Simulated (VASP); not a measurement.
Energy against volume of GaSb (zinc blende). The numbers are results of PBE GGA with D3 dispersion (Becke-Johnson damping), VASP's PBE PAW potentials (set 64) (plane waves; VASP), not measurements. Settings: 520 eV cut-off, 10×10×10 Γ-centred mesh, first-order Methfessel-Paxton smearing of 0.10 eV, potentials Ga_d Sb.

| V (Å³/atom) | E (eV/atom) |
|---|---|
| 27.131 | -3.99083 |
| 27.997 | -4.00441 |
| 28.862 | -4.00833 |
| 29.728 | -4.00422 |

Task: Fit these four points and predict the energy of the run at 30.594 Å³/atom.

Result: A cubic in V^(−2/3), the third-order Birch-Murnaghan form, passes through the four points with V0 = 28.83 Å³/atom and B0 = 50 GPa, and gives -3.9934 eV/atom there. The run gave -3.9932 eV/atom, +0.2 meV/atom from the fit; all five points give B0 = 50 GPa.

The compound is GaSb in the zinc blende structure. It was relaxed first.
